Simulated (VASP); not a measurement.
A cell of NaF (rock salt) near equilibrium:

```xyz
2
Lattice="0.0000 2.2859 2.2859 2.2859 0.0000 2.2859 2.2859 2.2859 0.0000" Properties=species:S:1:pos:R:3 pbc="T T T"
Na     0.0000     0.0000     0.0000
F      2.2859     2.2859     2.2859
```

Level of theory: r2SCAN meta-GGA, VASP's PBE PAW potentials (set 64) (plane waves; VASP).

```json
[
 {"run": "as it is", "ΔE (meV/atom)": "0.0", "σxx": "0.06", "σyy": "0.06", "σzz": "0.06", "largest shear component, with its sign (GPa)": "0.00", "gap (eV)": "7.41"},
 {"run": "after one change", "ΔE (meV/atom)": "10.2", "σxx": "6.76", "σyy": "0.90", "σzz": "0.90", "largest shear component, with its sign (GPa)": "0.00", "gap (eV)": "7.64"}
]
```
Stress is in GPa, positive when the cell is compressed; gaps are those on the k-mesh, and 0.00 means metallic.

Problem. Which change was made?
(A) uniaxial strain of -4.0 % along x
(B) shear strain γ_xy = -1.5 %
(C) isotropic strain of +2.0 %
(D) isotropic strain of -1.0 %

Solution. A, uniaxial strain of -4.0 % along x

The compound is NaF in the rock salt structure.
